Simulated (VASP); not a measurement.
# Sc2InSb3 (P-6m2) in VASP: a series of runs

The runs below take Sc2InSb3 through relaxation of cell and atoms, with PBE.

Everything below comes from runs of VASP 6.6.1. Logs are shortened: lines on timing, memory, paths and dates and some standing lists are left out, and cuts for length are marked.

## (1) Starting point

The structure is hexagonal, space group P-6m2 (No. 187). Conventional cell: a = 4.410 Å, b = 4.410 Å, c = 9.281 Å, α = 90.00°, β = 90.00°, γ = 120.00°. Sc (site symmetry 3m) is surrounded by 1 In at 2.08 Å. In (site symmetry -6m2) has 2 Sc at 2.08 Å as nearest neighbours. Around Sb (site symmetry -6m2) lie 3 In at 2.55 Å. Sb (site symmetry -6m2) is surrounded by 3 Sb at 2.55 Å. Sb (site symmetry -6m2) is surrounded by 3 Sb at 2.55 Å and 2 Sc at 2.56 Å.

The cell was built by a generator and needn't be a form met in nature.

## (2) Relaxation of cell and atoms, PBE

INCAR

```
PREC     = Normal         # precision mode
ENCUT    = 520            # plane-wave cutoff, eV
EDIFF    = 1E-4           # SCF threshold, eV
ISMEAR   = 0              # smearing method
SIGMA    = 0.15           # smearing width, eV
LREAL    = F              # projectors in reciprocal space
LASPH    = T              # aspherical terms in the spheres
NELM     = 60             # most SCF steps
ALGO     = Fast           # electronic algorithm
ISIF     = 3              # what is computed and relaxed
LWAVE    = F              # write WAVECAR
LCHARG   = F              # write CHGCAR
GGA      = PE             # functional
IBRION   = 2              # ionic algorithm
NSW      = 24             # ionic steps
EDIFFG   = -0.08          # ionic threshold
```

KPOINTS

```
regular mesh
0
Gamma
  5 5 2
```

POSCAR

```
Sc2InSb3
1.0
    4.4101766000      0.0000000000      0.0000000000
   -2.2050883000      3.8193249700      0.0000000000
    0.0000000000      0.0000000000      9.2814342200
Sc In Sb
2 1 3
Direct
    0.0000000000      0.0000000000      0.7754891400
    0.0000000000      0.0000000000      0.2245108600
    0.0000000000      0.0000000000      0.0000000000
    0.3333333300      0.6666666700      0.0000000000
    0.3333333300      0.6666666700      0.5000000000
    0.0000000000      0.0000000000      0.5000000000
```

Potentials or basis: VASP PAW PBE potentials, release 64 (Sc_sv, In_d, Sb).

Run with:

```sh
$ cat potpaw_PBE.64/Sc_sv/POTCAR potpaw_PBE.64/In_d/POTCAR potpaw_PBE.64/Sb/POTCAR > POTCAR
$ mpirun -np 1 vasp_std > vasp.out
```

OUTCAR:

```text
PREC = Normal
   ENCUT = 520
   EDIFF = 1E-4
   ISMEAR = 0
   LREAL = F
   LASPH = T
   NELM = 60
   ISIF = 3
   GGA = PE
   IBRION = 2
   NSW = 24
   EDIFFG = -0.08

 ion  position               nearest neighbor table
   1  0.000  0.000  0.775-   3 2.08   6 2.56   4 3.29   4 3.29   4 3.29
   2  0.000  0.000  0.225-   3 2.08   6 2.56   4 3.29   4 3.29   4 3.29
   3  0.000  0.000  0.000-   1 2.08   2 2.08   4 2.55   4 2.55   4 2.55
   4  0.333  0.667  0.000-   3 2.55   3 2.55   3 2.55   1 3.29   2 3.29   2 3.29   1 3.29   2 3.29
                             1 3.29
   5  0.333  0.667  0.500-   6 2.55   6 2.55   6 2.55
   6  0.000  0.000  0.500-   5 2.55   5 2.55   5 2.55   1 2.56   2 2.56

  LATTYP: Found a hexagonal cell.
 ALAT       =     4.4101766000
 C/A-ratio  =     2.1045493326

  Lattice vectors:

 A1 = (   4.4101766000,   0.0000000000,   0.0000000000)
 A2 = (  -2.2050883000,   3.8193249700,   0.0000000000)
 A3 = (   0.0000000000,   0.0000000000,   9.2814342200)

Analysis of symmetry for initial positions (statically):
=====================================================================
 Subroutine PRICEL returns:
 Original cell was already a primitive cell.

 Routine SETGRP: Setting up the symmetry group for a
 hexagonal supercell.

 Subroutine GETGRP returns: Found 12 space group operations
 (whereof 12 operations were pure point group operations)
 out of a pool of 24 trial point group operations.

The static configuration has the point symmetry D_3h.

Analysis of symmetry for dynamics (positions and initial velocities):
=====================================================================
 Subroutine PRICEL returns:
 Original cell was already a primitive cell.

 Routine SETGRP: Setting up the symmetry group for a
 hexagonal supercell.

 Subroutine GETGRP returns: Found 12 space group operations
 (whereof 12 operations were pure point group operations)
 out of a pool of 24 trial point group operations.

The dynamic configuration has the point symmetry D_3h.

 Subroutine INISYM returns: Found 12 space group operations
 (whereof 12 operations are pure point group operations),
 and found     1 'primitive' translations

----------------------------------------------------------------------------------------

                                     Primitive cell

  volume of cell :     156.3355

  direct lattice vectors                    reciprocal lattice vectors
     4.410176600  0.000000000  0.000000000     0.226748289  0.130913186  0.000000000
    -2.205088300  3.819324970  0.000000000     0.000000000  0.261826372  0.000000000
     0.000000000  0.000000000  9.281434220     0.000000000  0.000000000  0.107741969

  length of vectors
     4.410176600  4.410176599  9.281434220     0.261826372  0.261826372  0.107741969

  position of ions in fractional coordinates (direct lattice)
     0.000000000  0.000000000  0.775489140
     0.000000000  0.000000000  0.224510860
     0.000000000  0.000000000  0.000000000
     0.333333330  0.666666670  0.000000000
     0.333333330  0.666666670  0.500000000
     0.000000000  0.000000000  0.500000000

  ion indices of the primitive-cell ions
   primitive index   ion index
                 1           1
                 2           2
                 3           3
                 4           4
                 5           5
                 6           6

----------------------------------------------------------------------------------------

 KPOINTS: regular mesh

Automatic generation of k-mesh.
 Grid dimensions read from file:
 generate k-points for:    5    5    2

 Generating k-lattice:

  Cartesian coordinates                     Fractional coordinates (reciprocal lattice)
     0.045349658  0.026182637  0.000000000     0.200000000  0.000000000  0.000000000
     0.000000000  0.052365274  0.000000000     0.000000000  0.200000000  0.000000000
     0.000000000  0.000000000  0.053870985     0.000000000  0.000000000  0.500000000

  Length of vectors
     0.052365274  0.052365274  0.053870985

  Shift w.r.t. Gamma in fractional coordinates (k-lattice)
     0.000000000  0.000000000  0.000000000

 Subroutine IBZKPT returns following result:
 ===========================================

 Found     10 irreducible k-points:

 Following reciprocal coordinates:
            Coordinates               Weight
  0.000000  0.000000  0.000000      1.000000
  0.200000  0.000000  0.000000      6.000000
  0.400000  0.000000  0.000000      6.000000
  0.200000  0.200000  0.000000      6.000000
  0.400000  0.200000  0.000000      6.000000
  0.000000  0.000000  0.500000      1.000000
  0.200000  0.000000  0.500000      6.000000
  0.400000  0.000000  0.500000      6.000000
  0.200000  0.200000  0.500000      6.000000
  0.400000  0.200000  0.500000      6.000000
   k-points           NKPTS =     10   k-points in BZ     NKDIM =     10   number of bands    NBANDS=     30
   number of dos      NEDOS =    301   number of ions     NIONS =      6
   total plane-waves  NPLWV =  42336
   dimension x,y,z NGX =    28 NGY =   28 NGZ =   54
   dimension x,y,z NGXF=    56 NGYF=   56 NGZF=  108
   ions per type =               2   1   3
   NGX,Y,Z   is equivalent  to a cutoff of  10.55, 10.55,  9.67 a.u.
   NGXF,Y,Z  is equivalent  to a cutoff of  21.11, 21.11, 19.34 a.u.
 SYSTEM =  unknown system
   PREC   = normal    normal or accurate (medium, high low for compatibility)
   ISTART =      0    job   : 0-new  1-cont  2-samecut
   ICHARG =      2    charge: 1-file 2-atom 10-const
   ISPIN  =      1    spin polarized calculation?
   LNONCOLLINEAR =      F non collinear calculations
   LSORBIT =      F    spin-orbit coupling
   LASPH  =      T    aspherical Exc in radial PAW
   ENCUT  =  520.0 eV  38.22 Ry    6.18 a.u.   8.20  8.20 17.26*2*pi/ulx,y,z
   NELM   =     60;   NELMIN=  2; NELMDL= -5     # of ELM steps
   EDIFF  = 0.1E-03   stopping-criterion for ELM
   LREAL  =      F    real-space projection
   EDIFFG = -.8E-01   stopping-criterion for IOM
   NSW    =     24    number of steps for IOM
   IBRION =      2    ionic relax: 0-MD 1-quasi-New 2-CG
   NFREE  =      1    steps in history (QN), initial steepest desc. (CG)
   ISIF   =      3    stress and relaxation
   ISYM   =      2    0-nonsym 1-usesym 2-fastsym
   POTIM  = 0.5000    time-step for ionic-motion
   TEBEG  =    0.0;   TEEND  =   0.0 temperature during run
   PSTRESS=    0.0 pullay stress
   NELECT =      50.0000    total number of electrons
   NUPDOWN=      -1.0000    fix difference up-down
   EMIN   =  10.00;   EMAX   =-10.00  energy-range for DOS
   EFERMI =   0.00;   METHOD = LEGACY
   ISMEAR =     0;   SIGMA  =   0.15  broadening in eV -4-tet -1-fermi 0-gaus
   EFERMI_NEDOS =   21; number of points for ismear=-14 and -15
   IALGO  =     68    algorithm
   IMIX   =      4    mixing-type and parameters
     AMIX     =   0.40;   BMIX     =  1.00
     AMIX_MAG =   1.60;   BMIX_MAG =  1.00
  volume/ion in A,a.u.               =      26.06       175.83
  Fermi-wavevector in a.u.,A,eV,Ry     =   1.119555  2.115653 17.053602  1.253404
  Thomas-Fermi vector in A             =   2.256195
   LORBIT       =      0    0 simple, 1 ext, 2 COOP (PROOUT), +10 PAW based schemes
   GGA     = PE    functional components
   LHFCALC =     F    Hartree Fock is set to
   AEXX    =    0.0000 exact exchange contribution
   IVDW    =     0    specifies the selected vdW correction
   LEPSILON=     F    determine dielectric tensor
   LRPA    =     F    only Hartree local field effects (RPA)
 conjugate gradient relaxation of ions
 non-spin polarized calculation
 RMM-DIIS sequential band-by-band and
 Gauss-broadening in eV      SIGMA  =   0.15
  energy-cutoff  :      520.00
  volume of cell :      156.34
 maximum number of plane-waves:      4258
   NGX = 17   NGY = 17   NGZ = 35

--------------------------------------- Ionic step        1  -------------------------------------------

 number of electron      49.9999985 magnetization

 Free energy of the ion-electron system (eV)
  ---------------------------------------------------
  ext. energy  EPLUGINS =         0.00000000
  ---------------------------------------------------
  free energy    TOTEN  =       -14.43558025 eV

  energy without entropy =      -14.40580973  energy(sigma->0) =      -14.42069499

 E-fermi :   7.2427     XC(G=0):  -9.7230

 val. band max:        7.2403905541   @ k =   0.0000   0.0000   0.5000
 cond. band min:       7.3521529855   @ k =   0.0000   0.0000   0.0000
 fundamental gap:      0.1117624314
 Fermi energy:         7.2427210268

 k-point     1 :       0.0000    0.0000    0.0000
  band No.  band energies     occupation
      1     -42.8319      2.00000
      2     -42.8047      2.00000
      3     -22.2136      2.00000
      4     -21.8897      2.00000
      5     -21.4455      2.00000
      6     -21.4455      2.00000
[... 358 lines left out ...]
--------------------------------------- Ionic step        2  -------------------------------------------

 number of electron      50.0000010 magnetization

------------------------ aborting loop EDIFF was not reached (unconverged)  ----------------------------

  FORCE on cell =-STRESS in cart. coord.  units (eV):
  Direction    XX          YY          ZZ          XY          YZ          ZX
  --------------------------------------------------------------------------------------
  -------------------------------------------------------------------------------------
  Total       -7.0967025     -7.0967025    -12.7622438      0.0000000      0.0000000     -0.0000000
  in kB      -34.0124786    -34.0124786    -61.1658076      0.0000000      0.0000000     -0.0000000
  external PRESSURE =     -43.0635882 kB  Pullay stress =       0.0000000 kB
[... 61 lines left out ...]
  FREE ENERGIE OF THE ION-ELECTRON SYSTEM (eV)
  ---------------------------------------------------
  free  energy   TOTEN  =       -23.8245957431 eV

  energy  without entropy=      -23.7180186881  energy(sigma->0) =      -23.77130722

[... ionic steps 4 to 15 ...]

--------------------------------------- Ionic step       16  -------------------------------------------

 number of electron      49.9999981 magnetization

------------------------ aborting loop because EDIFF is reached ----------------------------------------
[... 75 lines left out ...]
--------------------------------------- Ionic step       18  -------------------------------------------

 number of electron      49.9999994 magnetization

 Free energy of the ion-electron system (eV)
  ---------------------------------------------------
  ext. energy  EPLUGINS =         0.00000000
  ---------------------------------------------------
  free energy    TOTEN  =       -24.03540764 eV

  energy without entropy =      -23.93280299  energy(sigma->0) =      -23.98410532

 E-fermi :   3.3979     XC(G=0):  -7.9280

 val. band max:        3.3787219154   @ k =   0.0000   0.0000   0.5000
 cond. band min:       3.4085872317   @ k =   0.2000   0.2000   0.5000
 fundamental gap:      0.0298653163
 Fermi energy:         3.3978933432

 k-point     1 :       0.0000    0.0000    0.0000
  band No.  band energies     occupation
      1     -47.6296      2.00000
      2     -47.6295      2.00000
      3     -26.3649      2.00000
      4     -26.3649      2.00000
      5     -26.3648      2.00000
      6     -26.3648      2.00000
[... 352 lines left out ...]
  FREE ENERGIE OF THE ION-ELECTRON SYSTEM (eV)
  ---------------------------------------------------
  free  energy   TOTEN  =       -24.0354076368 eV

  energy  without entropy=      -23.9328029942  energy(sigma->0) =      -23.98410532

 reached required accuracy - stopping structural energy minimisation
```

Run time: 9.1 min. Hardware: 1 thread of Intel Xeon 6975P-C (Granite Rapids), shared host; peak memory 0.24 GiB.

Results:

```
Free energy                            : -24.0354 eV
Relaxed volume                         : 40.80 Å³/atom
Relaxed cell                           : a = 5.027 Å, b = 5.027 Å, c = 11.184 Å, α = 90.00°, β = 90.00°, γ = 120.00°
Space group after relaxing (to 0.05 Å) : P-6m2 (No. 187)
Energy gained by relaxing              : 1600.0 meV/atom
Ionic steps                            : 18
Pressure after relaxing                : 0.0 GPa
Largest force after relaxing           : 0.032 eV/Å
Band gap on the k mesh                 : none (metal or under the smearing width)
```

Forces in eV/Å, atoms in the order of the input:
```
Sc   0.000  0.000  0.032
Sc   0.000  0.000 -0.032
In   0.000  0.000  0.000
Sb   0.000  0.000  0.000
Sb   0.000  0.000  0.000
Sb   0.000  0.000  0.000
```

Step by step:
```csv
step,energy change (eV),largest force (eV/Å),pressure (GPa),volume (Å³)
1,0.0000,10.3574,37.58,156.34
2,-7.2760,0.3632,-4.31,334.29
3,-9.3890,0.4767,1.19,237.28
4,-9.3918,0.5013,1.03,235.46
5,-8.0784,0.4870,11.33,193.44
6,-9.3783,0.5756,0.88,233.68
7,-9.0983,0.3858,5.79,212.98
8,-9.3720,0.6027,1.62,231.85
9,-9.5643,0.4946,-0.01,243.69
10,-9.5739,0.4573,-0.16,246.06
11,-9.5676,0.3865,-0.70,250.82
12,-9.5753,0.4547,-0.07,247.05
13,-9.5739,0.4159,-0.42,248.93
14,-9.5753,0.4510,-0.34,247.95
15,-9.5755,0.4653,-0.31,247.63
16,-9.5934,0.2318,-0.12,246.15
17,-9.5996,0.0459,0.02,244.87
18,-9.5998,0.0316,0.01,244.78
```

Final structure:
```
Sc In Sb
1.0
     5.02721    0.00000    0.00000
    -2.51360    4.35369    0.00000
     0.00000    0.00000   11.18391
Sc In Sb
2 1 3
Direct
  0.00000 0.00000 0.74647
  0.00000 0.00000 0.25353
  0.00000 0.00000 0.00000
  0.33333 0.66667 0.00000
  0.33333 0.66667 0.50000
  0.00000 0.00000 0.50000
```

Caveat: the volume moved by over 15 % at a fixed basis, so the end points are rough; the relaxation stopped at a loose force limit of 0.08 eV/Å, so its end isn't a converged minimum.

(Continued in part 2 of 2.)
